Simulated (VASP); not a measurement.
# ZnCu: structure and properties in VASP, part 2 of 4

Aim: relax ZnCu, then compute properties on the relaxed cell. The start is a cell from a database of measured crystal structures.

VASP 6.6.1; PBEsol; plane waves and PAW (Zn, Cu).

Still holding for the runs below: This run has no spin polarisation. Its electron count is odd, so without a moment it is a metal by construction. The k-mesh is coarse for a metal.

So far. Step 2 (Relaxing cell and atoms (PBEsol)): It ends with forces that vanish by symmetry and a pressure of 0.01 GPa. The volume lies -3.8 % from that of the database's start, which holds the thermal and zero-point expansion of its experiment. Step 3 (Second relaxation): It ends with forces that vanish by symmetry and a pressure of -0.02 GPa. The volume moved by under 0.01 %: the run met its threshold at the first step. The relaxed cell has a = 2.907 Å (conventional setting).

## 4. Single point with fields (PBEsol)

A single point on the relaxed cell gives a clean self-consistent state, with density, ELF and potential written out.

Input file INCAR:

```
SYSTEM = ZnCu
PREC = Accurate
ENCUT = 400
EDIFF = 1E-06
NELM = 100
ISMEAR = 1
SIGMA = 0.2
LREAL = .FALSE.
ALGO = Normal
GGA = PS
NBANDS = 17
LASPH = .TRUE.
LORBIT = 11
LWAVE = .FALSE.
LCHARG = .TRUE.
ISIF = 2
LELF = .TRUE.
LVHAR = .TRUE.
```

Input file POSCAR:

```
ZnCu
1.0
    2.9072599614      0.0000000000      0.0000000000
    0.0000000000      2.9072599614      0.0000000000
    0.0000000000      0.0000000000      2.9072599614
Zn Cu
1 1
Direct
    0.5000000000      0.5000000000      0.5000000000
    0.0000000000      0.0000000000      0.0000000000
```

Input file KPOINTS:

```
Automatic mesh
0
Gamma
7 7 7
0 0 0
```

Potentials, in the order of the species: Zn and Cu (PBE family, release 64).

On the command line:

```console
$ mpirun -np 2 vasp_std
```

What it wrote:

```text
[banner, memory and clock lines left out]
running    2 mpi-ranks, on    1 nodes
 distrk:  each k-point on    2 cores,    1 groups
 distr:  one band on    1 cores,    2 groups

 POSCAR found type information on POSCAR ZnCu
 POSCAR found :  2 types and       2 ions
 [... a notice as in an earlier step ...]

 LDA part: xc-table for (Slater+PW92), standard interpolation
|                                                                             |
|           W    W    AA    RRRRR   N    N  II  N    N   GGGG   !!!           |
|           W    W   A  A   R    R  NN   N  II  NN   N  G    G  !!!           |
|           W    W  A    A  R    R  N N  N  II  N N  N  G       !!!           |
|           W WW W  AAAAAA  RRRRR   N  N N  II  N  N N  G  GGG   !            |
|           WW  WW  A    A  R   R   N   NN  II  N   NN  G    G                |
|           W    W  A    A  R    R  N    N  II  N    N   GGGG   !!!           |
|                                                                             |
|     The number of bands has been changed from the values supplied in        |
|     The orbitals not found in the WAVECAR file will be initialized with     |
|     random numbers, which is usually adequate. For correlated               |
|     calculations, however, you should redo the groundstate calculation.     |
|     I found NBANDS = 17. Now, NBANDS = 18.                                  |
|                                                                             |

 POSCAR, INCAR and KPOINTS ok, starting setup
 FFT: planning ... GRIDC
 FFT: planning ... GRID_SOFT
 FFT: planning ... GRID
 WAVECAR not read
 entering main loop
       N       E                     dE             d eps       ncg     rms          rms(c)
DAV:   1     0.107943909098E+03    0.10794E+03   -0.95225E+03   768   0.177E+03
DAV:   2    -0.289912951488E+01   -0.11084E+03   -0.10613E+03   722   0.281E+02
DAV:   3    -0.741441486114E+01   -0.45153E+01   -0.44897E+01   834   0.712E+01
DAV:   4    -0.745286593387E+01   -0.38451E-01   -0.38430E-01   836   0.612E+00
DAV:   5    -0.745343110413E+01   -0.56517E-03   -0.56515E-03   792   0.747E-01    0.106E+01
DAV:   6    -0.722827773150E+01    0.22515E+00   -0.17407E+01   768   0.100E+02    0.654E+00
DAV:   7    -0.612605906782E+01    0.11022E+01   -0.38511E+00   780   0.105E+02    0.242E+00
DAV:   8    -0.612351157083E+01    0.25475E-02   -0.16447E-01   932   0.527E+00    0.132E+00
DAV:   9    -0.611355788036E+01    0.99537E-02   -0.92799E-03   918   0.203E+00    0.103E-01
DAV:  10    -0.611345316370E+01    0.10472E-03   -0.10221E-03  1058   0.802E-01    0.453E-02
DAV:  11    -0.611344431505E+01    0.88486E-05   -0.10131E-04   970   0.283E-01    0.102E-02
DAV:  12    -0.611344407322E+01    0.24183E-06   -0.48787E-06   684   0.398E-02
   1 F= -.61134441E+01 E0= -.61121002E+01  d E =-.403151E-02
```

It took 2.4 s on 2 MPI ranks of Intel Xeon 6975P-C (Granite Rapids), shared host; peak memory 0.21 GiB.

OUTCAR, selected parts (step 4):

```text
The static configuration has the point symmetry O_h .

 Found     20 irreducible k-points:

   k-points           NKPTS =     20   k-points in BZ     NKDIM =     20   number of bands    NBANDS=     18

   NELECT =      23.0000    total number of electrons

 E-fermi :   5.9082

 k-point     1 :       0.0000    0.0000    0.0000
  band No.  band energies     occupation
    ...
      7       2.0633      2.00000
      8       2.0633      2.00000
      9       2.9532      2.00000
     10       2.9532      2.00000
     11       2.9532      2.00000
     12      12.0684      0.00000
     13      12.0684      0.00000
     14      12.0684      0.00000
     15      17.2490      0.00000
     16      17.2490      0.00000
    ...

 k-point     2 :       0.1429    0.0000    0.0000
  band No.  band energies     occupation
    ...
      7       2.0371      2.00000
      8       2.0924      2.00000
      9       2.8272      2.00000
     10       2.8272      2.00000
     11       2.9374      2.00000
     12       9.4297     -0.00000
     13      12.6453      0.00000
     14      12.6453      0.00000
     15      17.4464      0.00000
     16      18.1559      0.00000
    ...

  Total       -0.0079744     -0.0079744     -0.0079744     -0.0000000      0.0000000     -0.0000000
  in kB       -0.5199465     -0.5199465     -0.5199465     -0.0000000      0.0000000     -0.0000000
  external PRESSURE =      -0.5199465 kB  Pullay stress =       0.0000000 kB

  FREE ENERGIE OF THE ION-ELECTRON SYSTEM (eV)
  ---------------------------------------------------
  free  energy   TOTEN  =        -6.1134440732 eV

  energy  without entropy=       -6.1094125585  energy(sigma->0) =       -6.11210023

[... 9 parts as in an earlier step ...]

[... 5 further parts left out ...]
```

This step gave:

```yaml
scf_cycles: 12
bands: 18
pressure: -0.05199 GPa
```

Valence electrons inside each PAW sphere by angular momentum. Sphere charges, by row:

```csv
atom,s (e),p (e),d (e),tot (e)
Zn1,0.591,0.556,9.742,10.89
Cu2,0.438,0.413,9.179,10.03
```

Electrostatic potential energy in the ac plane at fractional y = 0.000, with atoms of Cu within 0.2 Å of it. With pseudopotentials it is smooth inside the atoms' cores, unlike the true potential.

Ten even steps from '_' (-50 eV) to '@' (1 eV):
```
____..--++%%@@@@@@@@%%++--..__
__..::==**@@@@@@@@@@@@**==::..
::--==**%%@@@@@@@@@@@@%%**==--
++++**%%@@@@@@@@@@@@@@@@%%**++
%%%%@@@@@@@@@@@@@@@@@@@@@@@@%%
@@@@@@@@@@@@@@@@@@@@@@@@@@@@@@
@@@@@@@@@@@@@@@@@@@@@@@@@@@@@@
@@@@@@@@@@@@@@@@@@@@@@@@@@@@@@
@@@@@@@@@@@@@@@@@@@@@@@@@@@@@@
%%%%@@@@@@@@@@@@@@@@@@@@@@@@%%
++++**%%@@@@@@@@@@@@@@@@%%**++
::--==**%%@@@@@@@@@@@@%%**==--
__..::==**@@@@@@@@@@@@**==::..
____..--++%%@@@@@@@@%%++--..__
______::++%%@@@@@@@@%%++::____
```
Columns run along a (2.9 Å; values clipped at the 3rd and 97th percentile), rows up along c (2.9 Å). Atoms in or near the plane, at fractional coordinates: Cu at (0.00, 0.00).

ELF in the ac plane at fractional y = 0.000, with atoms of Cu within 0.2 Å of it. It is the smooth field of the valence electrons, not physical close to the nuclei.

Values, 15 rows by 15 columns:
```
0.00 0.00 0.02 0.09 0.19 0.19 0.21 0.28 0.28 0.21 0.19 0.19 0.09 0.02 0.00
0.01 0.02 0.06 0.14 0.20 0.19 0.23 0.29 0.29 0.23 0.19 0.20 0.14 0.06 0.02
0.07 0.09 0.14 0.20 0.20 0.21 0.27 0.30 0.30 0.27 0.21 0.20 0.20 0.14 0.09
0.18 0.19 0.20 0.20 0.20 0.25 0.30 0.31 0.31 0.30 0.25 0.20 0.20 0.20 0.19
0.19 0.19 0.19 0.21 0.25 0.30 0.32 0.32 0.32 0.32 0.30 0.25 0.21 0.19 0.19
0.20 0.21 0.23 0.27 0.30 0.32 0.32 0.32 0.32 0.32 0.32 0.30 0.27 0.23 0.21
0.27 0.28 0.29 0.30 0.31 0.32 0.32 0.31 0.31 0.32 0.32 0.31 0.30 0.29 0.28
0.27 0.28 0.29 0.30 0.31 0.32 0.32 0.31 0.31 0.32 0.32 0.31 0.30 0.29 0.28
0.20 0.21 0.23 0.27 0.30 0.32 0.32 0.32 0.32 0.32 0.32 0.30 0.27 0.23 0.21
0.19 0.19 0.19 0.21 0.25 0.30 0.32 0.32 0.32 0.32 0.30 0.25 0.21 0.19 0.19
0.18 0.19 0.20 0.20 0.20 0.25 0.30 0.31 0.31 0.30 0.25 0.20 0.20 0.20 0.19
0.07 0.09 0.14 0.20 0.20 0.21 0.27 0.30 0.30 0.27 0.21 0.20 0.20 0.14 0.09
0.01 0.02 0.06 0.14 0.20 0.19 0.23 0.29 0.29 0.23 0.19 0.20 0.14 0.06 0.02
0.00 0.00 0.02 0.09 0.19 0.19 0.21 0.28 0.28 0.21 0.19 0.19 0.09 0.02 0.00
0.03 0.00 0.01 0.07 0.18 0.19 0.20 0.27 0.27 0.20 0.19 0.18 0.07 0.01 0.00
```
Columns run along a (2.9 Å), rows up along c (2.9 Å). Atoms in or near the plane, at fractional coordinates: Cu at (0.00, 0.00).

Valence density in the ac plane at fractional y = 0.000, with atoms of Cu within 0.2 Å of it. It is the smooth field of the valence electrons, not physical close to the nuclei.

Values in e/Å³, 15 rows by 15 columns:
```
15 12  7  3  1  0  0  0  0  0  0  1  3  7 12
 9  7  4  2  1  0  0  0  0  0  0  1  2  4  7
 3  3  2  1  0  0  0  0  0  0  0  0  1  2  3
 1  1  1  0  0  0  0  0  0  0  0  0  0  1  1
 0  0  0  0  0  0  0  0  0  0  0  0  0  0  0
 0  0  0  0  0  0  0  0  0  0  0  0  0  0  0
 0  0  0  0  0  0  0  0  0  0  0  0  0  0  0
 0  0  0  0  0  0  0  0  0  0  0  0  0  0  0
 0  0  0  0  0  0  0  0  0  0  0  0  0  0  0
 0  0  0  0  0  0  0  0  0  0  0  0  0  0  0
 1  1  1  0  0  0  0  0  0  0  0  0  0  1  1
 3  3  2  1  0  0  0  0  0  0  0  0  1  2  3
 9  7  4  2  1  0  0  0  0  0  0  1  2  4  7
15 12  7  3  1  0  0  0  0  0  0  1  3  7 12
18 15  9  3  1  0  0  0  0  0  0  1  3  9 15
```
Columns run along a (2.9 Å), rows up along c (2.9 Å). Atoms in or near the plane, at fractional coordinates: Cu at (0.00, 0.00).

In this run the pressure is -0.05 GPa, small enough to go on.

## 5. Bands along the symmetry lines (PBEsol)

The mesh alone shows little of the dispersion and can miss band extrema, so KPOINTS_OPT adds a path through the symmetry points after the self-consistent cycle.

Input file INCAR:

```
SYSTEM = ZnCu
PREC = Accurate
ENCUT = 400
EDIFF = 1E-06
NELM = 100
ISMEAR = 1
SIGMA = 0.2
LREAL = .FALSE.
ALGO = Normal
GGA = PS
NBANDS = 23
LASPH = .TRUE.
LORBIT = 11
LWAVE = .FALSE.
LCHARG = .FALSE.
KPAR = 2
```

POSCAR is that of step 4.

KPOINTS is that of step 4.

Input file KPOINTS_OPT:

```
Line mode
16
Line-mode
Reciprocal
  0.00000000   0.00000000   0.00000000 GAMMA
  0.00000000   0.50000000   0.00000000 X

  0.00000000   0.50000000   0.00000000 X
  0.50000000   0.50000000   0.00000000 M

  0.50000000   0.50000000   0.00000000 M
  0.00000000   0.00000000   0.00000000 GAMMA

  0.00000000   0.00000000   0.00000000 GAMMA
  0.50000000   0.50000000   0.50000000 R

  0.50000000   0.50000000   0.50000000 R
  0.00000000   0.50000000   0.00000000 X

  0.50000000   0.50000000   0.00000000 M
  0.50000000   0.50000000   0.50000000 R
```

On the command line:

```console
$ mpirun -np 2 vasp_std
```

What it wrote:

```text
[... set-up lines as in an earlier step ...]
 entering main loop
       N       E                     dE             d eps       ncg     rms          rms(c)
DAV:   1     0.108931004660E+03    0.10893E+03   -0.92031E+03  1087   0.142E+03
DAV:   2    -0.394100023650E+00   -0.10933E+03   -0.10285E+03   927   0.256E+02
DAV:   3    -0.739835793680E+01   -0.70043E+01   -0.69466E+01  1032   0.686E+01
DAV:   4    -0.745283059681E+01   -0.54473E-01   -0.54458E-01  1116   0.567E+00
DAV:   5    -0.745343475464E+01   -0.60416E-03   -0.60415E-03  1018   0.626E-01    0.106E+01
DAV:   6    -0.725498843697E+01    0.19845E+00   -0.13349E+01  1060   0.786E+01    0.661E+00
DAV:   7    -0.613090382192E+01    0.11241E+01   -0.28536E+00  1088   0.821E+01    0.235E+00
DAV:   8    -0.612313840338E+01    0.77654E-02   -0.94625E-02  1302   0.344E+00    0.128E+00
DAV:   9    -0.611352469552E+01    0.96137E-02   -0.64873E-03  1277   0.155E+00    0.746E-02
DAV:  10    -0.611344823531E+01    0.76460E-04   -0.57428E-04  1396   0.492E-01    0.412E-02
DAV:  11    -0.611344523235E+01    0.30030E-05   -0.61631E-05  1373   0.195E-01    0.771E-03
DAV:  12    -0.611344402926E+01    0.12031E-05   -0.39120E-06   995   0.388E-02    0.880E-04
DAV:  13    -0.611344396844E+01    0.60821E-07   -0.21969E-07   600   0.531E-03
   1 F= -.61134440E+01 E0= -.61121001E+01  d E =-.403156E-02
 Start KPOINTS_OPT (optional k-point list driver)
k-point batch [1-20\96]
       N       E                     dE             ncg
DAV:   1     0.239362045667E+04   -0.54097E+04     1093
DAV:   2     0.225425092382E+03   -0.21682E+04      927
DAV:   3     0.710206496802E+02   -0.15440E+03     1123
DAV:   4     0.697460180017E+02   -0.12746E+01     1018
DAV:   5     0.697313888280E+02   -0.14629E-01     1116
DAV:   6     0.697310120964E+02   -0.37673E-03     1032
DAV:   7     0.697309991660E+02   -0.12930E-04     1179
DAV:   8     0.697309987553E+02   -0.41072E-06      698
[...]
k-point batch [81-96\96]
       N       E                     dE             ncg
DAV:   1     0.487297351457E+04   -0.13774E+05      831
DAV:   2     0.312455278074E+04   -0.17484E+04      750
DAV:   3     0.301150608380E+04   -0.11305E+03      883
DAV:   4     0.301065848104E+04   -0.84760E+00      911
DAV:   5     0.301064879699E+04   -0.96841E-02      869
DAV:   6     0.301064855798E+04   -0.23901E-03      918
DAV:   7     0.301064855040E+04   -0.75794E-05      883
DAV:   8     0.301064855018E+04   -0.22180E-06      641
```

Elapsed: 6.2 s, on 2 MPI ranks; peak memory 0.25 GiB.

Parts of OUTCAR (step 5):

```text
   k-points           NKPTS =     20   k-points in BZ     NKDIM =     20   number of bands    NBANDS=     23

   NELECT =      23.0000    total number of electrons

 E-fermi :   5.9081

 k-point     1 :       0.0000    0.0000    0.0000
  band No.  band energies     occupation
    ...
      7       2.0633      2.00000
      8       2.0633      2.00000
      9       2.9531      2.00000
     10       2.9531      2.00000
     11       2.9531      2.00000
     12      12.0684      0.00000
     13      12.0684      0.00000
     14      12.0684      0.00000
     15      17.2490      0.00000
     16      17.2490      0.00000
    ...

  Total       -0.0068494     -0.0068494     -0.0068494      0.0000000      0.0000000      0.0000000
  in kB       -0.4465920     -0.4465920     -0.4465920      0.0000000      0.0000000      0.0000000
  external PRESSURE =      -0.4465920 kB  Pullay stress =       0.0000000 kB

  FREE ENERGIE OF THE ION-ELECTRON SYSTEM (eV)
  ---------------------------------------------------
  free  energy   TOTEN  =        -6.1134439684 eV

  energy  without entropy=       -6.1094124097  energy(sigma->0) =       -6.11210012

[... 9 parts as in an earlier step ...]

[... 8 further parts left out ...]
```

Numbers from this step:

```
SCF cycles : 13
bands      : 23
pressure   : -0.04466 GPa
```

Electronic bands along the path, in eV, zero at the Fermi level; # counts the bands kept:

```csv
point,#8,#9,#10,#11,#12,#13,#14,#15
Γ,-3.84,-2.96,-2.96,-2.96,6.16,6.16,6.16,11.34
0.47 of the way,-3.82,-3.24,-3.24,-2.99,1.22,7.65,7.65,11.88
X,-3.99,-3.55,-3.55,-3.04,-2.20,11.85,11.85,12.46
0.53 of the way,-3.65,-3.29,-3.08,-3.04,-2.14,5.12,5.67,12.82
M,-3.10,-3.10,-2.71,-2.21,-2.21,1.76,2.07,14.14
0.53 of the way,-3.70,-3.49,-3.29,-3.03,1.71,3.06,8.93,12.06
Γ,-3.84,-2.96,-2.96,-2.96,6.16,6.16,6.16,11.34
0.47 of the way,-3.73,-3.31,-3.31,-3.27,3.05,3.05,4.23,12.80
R,-4.63,-2.69,-2.69,3.93,4.25,4.25,4.25,4.46
0.47 of the way,-3.99,-3.32,-3.02,-1.45,-1.38,6.11,6.17,6.58
X,-3.99,-3.55,-3.55,-3.04,-2.20,11.85,11.85,12.46
jump to M,-3.10,-3.10,-2.71,-2.21,-2.21,1.76,2.07,14.14
0.47 of the way,-4.14,-3.24,-2.70,-0.03,-0.03,2.10,2.52,9.42
R,-4.63,-2.69,-2.69,3.93,4.25,4.25,4.25,4.46
```

Of the projections kept (Zn, Cu), the largest for each band there; the rest of the weight can lie on other orbitals:

```csv
point,#8,#9,#10,#11,#12,#13,#14,#15
Γ,Cu 0.92,Cu 0.97,Cu 0.97,Cu 0.97,Zn 0.56,Zn 0.56,Zn 0.56,Zn 0.55
X,Cu 1.00,Cu 0.98,Cu 0.98,Cu 1.00,Cu 0.96,Zn 0.75,Zn 0.75,Cu 0.67
M,Cu 0.93,Cu 0.93,Cu 1.00,Zn 0.55,Zn 0.55,Zn 0.53,Cu 0.77,Zn 1.00
Γ,Cu 0.92,Cu 0.97,Cu 0.97,Cu 0.97,Zn 0.56,Zn 0.56,Zn 0.56,Zn 0.55
R,Cu 0.90,Cu 1.00,Cu 1.00,Zn 1.00,Cu 0.64,Cu 0.64,Cu 0.64,Zn 0.56
X,Cu 1.00,Cu 0.98,Cu 0.98,Cu 1.00,Cu 0.96,Zn 0.75,Zn 0.75,Cu 0.67
```

There is no gap at this level.

Of the bands kept, 2 cross the Fermi level on this path.

(Part 2 of 4 ends here.)

[Lines on the potential files, build, host, timing and source positions are cut from VASP's logs without a mark.]

[Logs are printed without paths, hosts, clocks, repeated set-up lines and the standing remarks that a program may print on its own settings, such as how far it seeks lower states.]

[Hosts, paths, dates, database ids (printed as entryN), source tags and the programs' standing remarks are cut or masked in the printed files.]

[A measured line is paired with the nearest computed mode of its activity, which favours agreement.]
